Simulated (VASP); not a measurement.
# HfSi2B4 (P1) in VASP: single point with r2SCAN

Aim: the single point of HfSi2B4 with r2SCAN.

All numbers are computed with VASP 6.6.1; they aren't measurements. Logs are shortened: lines on timing, memory, paths and dates and some standing lists are left out, and cuts for length are marked.

## (1) The crystal as given

The typed cell holds 14 atoms: a = 3.104 Å, b = 5.479 Å, c = 9.303 Å, α = 89.85°, β = 90.00°, γ = 90.00°.

The cell was built by a generator and needn't be a form met in nature.

## (2) Single point, r2SCAN

Input file INCAR:

```
PREC = Accurate
ENCUT = 520
EDIFF = 1E-6
ISMEAR = 0
SIGMA = 0.1
LREAL = False
LASPH = True
NELM = 150
ALGO = Normal
ISIF = 2
LWAVE = False
LCHARG = False
METAGGA = R2SCAN
LMIXTAU = True
KPAR = 8
```

Input file KPOINTS:

```
Automatic mesh
0
Gamma
  7 4 4
```

Input file POSCAR:

```
HfSi2B4                                 
1.0
    3.1037385417     -0.0009775205     -0.0018072579
    0.0020051585      5.4787037838     -0.0112659259
    0.0058014642      0.0437901019      9.3025338205
  Hf              Si              B             
     2     4     8
Direct
     0.1166152828348727    0.9795537372351496    0.0053640231801391
     0.6165862860524883    0.4819538180789836    0.0031471715583826
     0.1167783431450995    0.1911427219689964    0.6212752665748397
     0.1177168180634261    0.7722030674118374    0.6092412859543743
     0.6175020180575410    0.7242252020085199    0.4068108935346675
     0.1181517100995073    0.3866722138297623    0.3974815040459071
     0.6165701937908944    0.1476879085089294    0.1824959656148359
     0.1165661827480426    0.6475435651534085    0.1819390143548199
     0.1165504071322089    0.3071574695769496    0.1871002422110507
     0.6165779890982551    0.8179801075957923    0.1936098247476511
     0.1166604000661558    0.3180104305853322    0.8214024652598702
     0.6166721911273816    0.8158179019556232    0.8194957146972239
     0.6166454039916629    0.1479731689633129    0.8114497708564159
     0.1166435137924297    0.6485402171274152    0.8135426874098136
```

Potentials or basis: VASP PAW PBE potentials, release 64 (Hf_pv, Si, B).

Launch:

```sh
cat potpaw_PBE.64/Hf_pv/POTCAR potpaw_PBE.64/Si/POTCAR potpaw_PBE.64/B/POTCAR > POTCAR
mpirun -np 8 vasp_std > vasp.out
```

OUTCAR:

```text
PREC = Accurate
   ENCUT = 520
   EDIFF = 1E-6
   ISMEAR = 0
   LREAL = False
   LASPH = True
   NELM = 150
   ISIF = 2
   METAGGA = R2SCAN

 ion  position               nearest neighbor table
   1  0.117  0.980  0.005-   7 2.45   7 2.45   8 2.45   9 2.47  12 2.49  12 2.49  10 2.50  10 2.50
                            11 2.52  14 2.55  13 2.55  13 2.55   2 3.14   2 3.14   2 3.16   2 3.16
   2  0.617  0.482  0.003-   8 2.45   8 2.45  11 2.47  11 2.47   7 2.47   9 2.50   9 2.50  12 2.50
                            14 2.52  14 2.52  13 2.56  10 2.56   1 3.14   1 3.14   1 3.16   1 3.16
   3  0.117  0.191  0.621-  11 1.99   4 2.30   6 2.34  13 2.36  13 2.36
   4  0.118  0.772  0.609-  14 2.02   3 2.30   5 2.45   5 2.46  12 2.51  12 2.51   6 2.89
   5  0.618  0.724  0.407-  10 2.05   6 2.41   6 2.42   4 2.45   4 2.46   8 2.64   8 2.64
   6  0.118  0.387  0.397-   9 2.01   3 2.34   5 2.41   5 2.42   8 2.46   4 2.89
   7  0.617  0.148  0.182-   9 1.78   9 1.78  10 1.81   1 2.45   1 2.45   2 2.47
   8  0.117  0.648  0.182-  10 1.81  10 1.81   9 1.87   1 2.45   2 2.45   2 2.45   6 2.46   5 2.64
                             5 2.64
   9  0.117  0.307  0.187-   7 1.78   7 1.78   8 1.87   6 2.01   1 2.47   2 2.50   2 2.50
  10  0.617  0.818  0.194-   7 1.81   8 1.81   8 1.81   5 2.05   1 2.50   1 2.50   2 2.56
  11  0.117  0.318  0.821-  14 1.81  13 1.81  13 1.81   3 1.99   2 2.47   2 2.47   1 2.52
  12  0.617  0.816  0.819-  14 1.80  14 1.80  13 1.82   1 2.49   1 2.49   2 2.50   4 2.51   4 2.51

  13  0.617  0.148  0.811-  11 1.81  11 1.81  12 1.82   3 2.36   3 2.36   1 2.55   1 2.55   2 2.56

  14  0.117  0.649  0.814-  12 1.80  12 1.80  11 1.81   4 2.02   2 2.52   2 2.52   1 2.55

  LATTYP: Found a triclinic cell.
 ALAT       =     5.4787157339
 B/A-ratio  =     1.6979597315
 C/A-ratio  =     0.5665085346
 COS(alpha) =     0.0000398762
 COS(beta)  =     0.0000522393
 COS(gamma) =     0.0026512109

  Lattice vectors:

 A1 = (   0.0020051585,   5.4787037838,  -0.0112659259)
 A2 = (   0.0058014642,   0.0437901019,   9.3025338205)
 A3 = (   3.1037385417,  -0.0009775205,  -0.0018072579)

Analysis of symmetry for initial positions (statically):
=====================================================================
 Subroutine PRICEL returns:
 Original cell was already a primitive cell.

 Routine SETGRP: Setting up the symmetry group for a
 triclinic supercell.

 Subroutine GETGRP returns: Found  1 space group operations
 (whereof  1 operations were pure point group operations)
 out of a pool of  2 trial point group operations.

The static configuration has the point symmetry C_1 .

Analysis of symmetry for dynamics (positions and initial velocities):
=====================================================================
 Subroutine PRICEL returns:
 Original cell was already a primitive cell.

 Routine SETGRP: Setting up the symmetry group for a
 triclinic supercell.

 Subroutine GETGRP returns: Found  1 space group operations
 (whereof  1 operations were pure point group operations)
 out of a pool of  2 trial point group operations.

The dynamic configuration has the point symmetry C_1 .

 Subroutine INISYM returns: Found  1 space group operations
 (whereof  1 operations are pure point group operations),
 and found     1 'primitive' translations

----------------------------------------------------------------------------------------

                                     Primitive cell

  volume of cell :     158.1862

  direct lattice vectors                    reciprocal lattice vectors
     3.103738542 -0.000977520 -0.001807258     0.322191934 -0.000118332 -0.000200376
     0.002005159  5.478703784 -0.011265926     0.000056985  0.182523138 -0.000859232
     0.005801464  0.043790102  9.302533821     0.000062663  0.000221023  0.107496514

  length of vectors
     3.103739222  5.478715734  9.302638696     0.322192018  0.182525169  0.107496760

  position of ions in fractional coordinates (direct lattice)
     0.116615283  0.979553737  0.005364023
     0.616586286  0.481953818  0.003147172
     0.116778343  0.191142722  0.621275267
     0.117716818  0.772203067  0.609241286
     0.617502018  0.724225202  0.406810894
[... 38 lines left out ...]
     0.046027419 -0.000016905 -0.000028625     0.142857143 -0.000000000 -0.000000000
     0.000014246  0.045630784 -0.000214808    -0.000000000  0.250000000  0.000000000
     0.000015666  0.000055256  0.026874129     0.000000000 -0.000000000  0.250000000

  Length of vectors
     0.046027431  0.045631292  0.026874190

  Shift w.r.t. Gamma in fractional coordinates (k-lattice)
     0.000000000  0.000000000  0.000000000

 Subroutine IBZKPT returns following result:
 ===========================================

 Found     58 irreducible k-points:

 Following reciprocal coordinates:
            Coordinates               Weight
  0.000000  0.000000  0.000000      1.000000
  0.142857 -0.000000 -0.000000      2.000000
  0.285714  0.000000  0.000000      2.000000
  0.428571  0.000000 -0.000000      2.000000
 -0.000000  0.250000  0.000000      2.000000
  0.142857  0.250000 -0.000000      2.000000
[... 16 lines left out ...]
  0.000000  0.250000  0.250000      2.000000
  0.142857  0.250000  0.250000      2.000000
 [... further k-points ...]
   k-points           NKPTS =     58   k-points in BZ     NKDIM =     58   number of bands    NBANDS=     38
   number of dos      NEDOS =    301   number of ions     NIONS =     14
   total plane-waves  NPLWV =  70560
   dimension x,y,z NGX =    24 NGY =   42 NGZ =   70
   dimension x,y,z NGXF=    48 NGYF=   84 NGZF=  140
   ions per type =               2   4   8
   NGX,Y,Z   is equivalent  to a cutoff of  12.86, 12.74, 12.51 a.u.
   NGXF,Y,Z  is equivalent  to a cutoff of  25.71, 25.49, 25.02 a.u.
 SYSTEM =  unknown system
   PREC   = accura    normal or accurate (medium, high low for compatibility)
   ISTART =      0    job   : 0-new  1-cont  2-samecut
   ICHARG =      2    charge: 1-file 2-atom 10-const
   ISPIN  =      1    spin polarized calculation?
   LNONCOLLINEAR =      F non collinear calculations
   LSORBIT =      F    spin-orbit coupling
   LASPH  =      T    aspherical Exc in radial PAW
   ENCUT  =  520.0 eV  38.22 Ry    6.18 a.u.   5.77 10.19 17.30*2*pi/ulx,y,z
   NELM   =    150;   NELMIN=  2; NELMDL= -5     # of ELM steps
   EDIFF  = 0.1E-05   stopping-criterion for ELM
   LREAL  =      F    real-space projection
   EDIFFG = 0.1E-04   stopping-criterion for IOM
   NSW    =      0    number of steps for IOM
   IBRION =     -1    ionic relax: 0-MD 1-quasi-New 2-CG
   NFREE  =      0    steps in history (QN), initial steepest desc. (CG)
   ISIF   =      2    stress and relaxation
   ISYM   =      2    0-nonsym 1-usesym 2-fastsym
   POTIM  = 0.5000    time-step for ionic-motion
   TEBEG  =    0.0;   TEEND  =   0.0 temperature during run
   PSTRESS=    0.0 pullay stress
   NELECT =      60.0000    total number of electrons
   NUPDOWN=      -1.0000    fix difference up-down
   EMIN   =  10.00;   EMAX   =-10.00  energy-range for DOS
   EFERMI =   0.00;   METHOD = LEGACY
   ISMEAR =     0;   SIGMA  =   0.10  broadening in eV -4-tet -1-fermi 0-gaus
   EFERMI_NEDOS =   21; number of points for ismear=-14 and -15
   IALGO  =     38    algorithm
   IMIX   =      4    mixing-type and parameters
     AMIX     =   0.40;   BMIX     =  1.00
     AMIX_MAG =   1.60;   BMIX_MAG =  1.00
  volume/ion in A,a.u.               =      11.30        76.25
  Fermi-wavevector in a.u.,A,eV,Ry     =   1.185047  2.239415 19.107168  1.404337
  Thomas-Fermi vector in A             =   2.321249
   LORBIT       =      0    0 simple, 1 ext, 2 COOP (PROOUT), +10 PAW based schemes
   METAGGA = R2SCAN    functional components
   LHFCALC =     F    Hartree Fock is set to
   AEXX    =    0.0000 exact exchange contribution
   IVDW    =     0    specifies the selected vdW correction
   LEPSILON=     F    determine dielectric tensor
   LRPA    =     F    only Hartree local field effects (RPA)
 non-spin polarized calculation
 Gauss-broadening in eV      SIGMA  =   0.10
  energy-cutoff  :      520.00
  volume of cell :      158.19
 maximum number of plane-waves:      4284
   NGX = 11   NGY = 21   NGZ = 35

 number of electron      60.0000001 magnetization

 Free energy of the ion-electron system (eV)
  ---------------------------------------------------
  ext. energy  EPLUGINS =         0.00000000
  ---------------------------------------------------
  free energy    TOTEN  =      -186.42861033 eV

  energy without entropy =     -186.41850151  energy(sigma->0) =     -186.42355592

 E-fermi :   7.3802     XC(G=0): -12.0944

 val. band max:        7.3730605410   @ k =  -0.2857  -0.2500   0.2500
 cond. band min:       7.4182104779   @ k =   0.0000   0.5000   0.2500
 fundamental gap:      0.0451499369
 Fermi energy:         7.3801916234

 k-point     1 :       0.0000    0.0000    0.0000
  band No.  band energies     occupation
      1     -24.5397      2.00000
      2     -24.3554      2.00000
      3     -24.1945      2.00000
      4     -23.9035      2.00000
      5     -23.7716      2.00000
      6     -23.7277      2.00000
[... 973 lines left out ...]
     37      10.6032      0.00000
     38      11.2120      0.00000

 [... further k-points ...]

------------------------ aborting loop because EDIFF is reached ----------------------------------------

  FORCE on cell =-STRESS in cart. coord.  units (eV):
  Direction    XX          YY          ZZ          XY          YZ          ZX
  --------------------------------------------------------------------------------------
  -------------------------------------------------------------------------------------
  Total       -0.9429796     -1.3027549     -2.2253915     -0.0015924      0.0234845     -0.0023013
  in kB       -9.5508987    -13.1948567    -22.5397136     -0.0161281      0.2378606     -0.0233083
  external PRESSURE =     -15.0951563 kB  Pullay stress =       0.0000000 kB

 VOLUME and BASIS-vectors are now :
 -----------------------------------------------------------------------------
  energy-cutoff  :      520.00
  volume of cell :      158.19
      direct lattice vectors                 reciprocal lattice vectors
     3.103738542 -0.000977520 -0.001807258     0.322191934 -0.000118332 -0.000200376
     0.002005159  5.478703784 -0.011265926     0.000056985  0.182523138 -0.000859232
     0.005801464  0.043790102  9.302533821     0.000062663  0.000221023  0.107496514

 POSITION                                       TOTAL-FORCE (eV/Angst)
 -----------------------------------------------------------------------------------
      0.36394      5.36681      0.03865         0.000606     -0.022949      0.051903
      1.91471      2.64002      0.02273         0.000691      0.004536      0.008802
      0.36644      1.07431      5.77707         0.000523     -0.067724     -0.001315
      0.37045      4.25724      5.65858        -0.002653      0.134431     -0.093125
      1.92038      3.98503      3.77510         0.001327     -0.208161      0.046586
      0.36979      2.13575      3.69302        -0.003589      0.181871      0.047703
      1.91503      0.81653      1.69490        -0.000047      0.003638     -0.136485
      0.36414      3.55555      1.68499         0.000852      0.009580     -0.063104
      0.36344      1.69090      1.73684         0.000435     -0.031455      0.096632
      1.91646      4.48935      1.79073         0.000644     -0.009600      0.097762
      0.36749      1.77814      7.63733         0.000349     -0.034778     -0.036524
      1.92038      4.50491      7.61308         0.000277     -0.019309      0.089146
      1.91891      0.84563      7.54576         0.000098      0.012626     -0.012427
      0.36805      3.58867      7.56049         0.000485      0.047294     -0.095554
 -----------------------------------------------------------------------------------
    total drift:                               -0.000215     -0.000553     -0.000127

  FREE ENERGIE OF THE ION-ELECTRON SYSTEM (eV)
  ---------------------------------------------------
  free  energy   TOTEN  =      -186.4286103285 eV

  energy  without entropy=     -186.4185015072  energy(sigma->0) =     -186.42355592
```

Run time: 3.9 min. Hardware: 8 MPI ranks of AMD EPYC 9R45 (Zen 5), shared host; peak memory 0.49 GiB.

Results:

```yaml
Free_energy: -186.4286 eV
Pressure: -1.5 GPa
Largest_force: 0.213 eV/Å
Band_gap_on_the_k_mesh: none (metal or under the smearing width)
```

Forces in eV/Å, atoms in the order of the input:
```
Hf   0.001 -0.023  0.052
Hf   0.001  0.005  0.009
Si   0.001 -0.068 -0.001
Si  -0.003  0.134 -0.093
Si   0.001 -0.208  0.047
Si  -0.004  0.182  0.048
B    0.000  0.004 -0.136
B    0.001  0.010 -0.063
B    0.000 -0.031  0.097
B    0.001 -0.010  0.098
B    0.000 -0.035 -0.037
B    0.000 -0.019  0.089
B    0.000  0.013 -0.012
B    0.000  0.047 -0.096
```

Stress tensor (GPa, compression positive):
```
-0.96  0.00  0.00
 0.00 -1.32  0.02
 0.00  0.02 -2.25
```

Levels at points of the mesh, in eV from the Fermi level:
```csv
k point,band 27,band 28,band 29,band 30,band 31,band 32,band 33,band 34,band 35,band 36
"(0.00, 0.00, 0.00)",-0.77,-0.57,0.08,0.97,1.39,1.79,2.02,2.11,2.65,3.25
"(0.00, 0.50, 0.00)",-1.24,-1.09,0.33,0.80,1.18,1.31,1.89,2.26,2.87,3.00
"(0.00, 0.00, 0.50)",-0.81,-0.69,0.80,1.03,1.74,1.82,1.98,2.16,2.21,3.07
"(0.00, 0.50, 0.50)",-1.89,-1.56,-0.21,0.68,1.14,1.97,2.45,2.73,2.83,3.16
```

Caveat: the PAW data sets were made with another functional, which shifts forces and pressure a little. The run has no spin-orbit coupling, so splittings on Hf are missing.
